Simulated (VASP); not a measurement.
```
ZrS2
1.0
    3.60000     0.00000     0.00000
   -1.80000     3.11769     0.00000
    0.00000     0.00000    18.36772
S Zr
2 1
Direct
  0.66667   0.33333   0.42306
  0.33333   0.66667   0.57694
  0.00000   0.00000   0.50000
```

Calculation: LDA (Ceperley-Alder, Perdew-Zunger), VASP's LDA PAW potentials (set 64) (plane waves; VASP 6.6.1). Numerical set-up: PREC = Normal, EDIFF = 1E-5, 400 eV cut-off, 12×12×1 Γ-centred mesh, Gaussian smearing of 0.050 eV, potentials S Zr_sv.

### Question
The ions and cell shape at fixed volume are relaxed. Give the cell that the relaxation ends in.

### Answer

```
ZrS2
1.0
    3.61233     0.00000     0.00000
   -1.80616     3.12837     0.00000
    0.00000     0.00000    18.24256
S Zr
2 1
Cartesian
  1.80617   1.04279   7.68193
  0.00000   2.08558  10.56063
  0.00000   0.00000   9.12128
```

### Question
How much energy does the relaxation gain?

### Answer
The energy (σ→0) changes by -4.2 meV/atom, in 6 ionic steps.

The cell is a sheet with vacuum, built from ZrS2 (1T layered).
